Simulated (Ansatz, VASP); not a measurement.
One calculation of ZrPbO4, two programs

```xyz
6
Lattice="0.0000 3.3086 3.3086 3.3086 0.0000 3.3086 3.3086 3.3086 0.0000" Properties=species:S:1:pos:R:3 pbc="T T T"
Zr    1.6543    1.6543    1.6543
Pb    3.3086    3.3086    3.3086
O     4.1259    4.1259    5.8001
O     5.8001    4.1259    4.1259
O     5.8001    5.8001    5.8001
O     4.1259    5.8001    4.1259
```

The cell was built by a generator and needn't be a form met in nature.

Alike in both runs: task single point; functional PBE; k mesh 10 × 10 × 10; occupations gaussian, width 0.1 eV; no spin polarisation.

```csv
,VASP,Ansatz
version,VASP 6.6.1,Ansatz 0.2.0
potentials or method,"VASP PAW PBE potentials, release 64 (Zr_sv, Pb_d, O)","scalar-relativistic, plane waves, PAW"
plane-wave cutoff (eV),520,420
valence electrons in the cell,50,50
```

```csv
,VASP,Ansatz,Ansatz less VASP
gap on the k mesh at the Fermi level (eV),none,none,-
pressure (GPa),0.0,0.0,+0.02
```

A gap of «none» marks a metal or a gap that the smearing closes. The functional is the same, so the differences come from potentials, cutoffs and numerics.

The runs have no spin-orbit coupling, so splittings on Pb are missing.
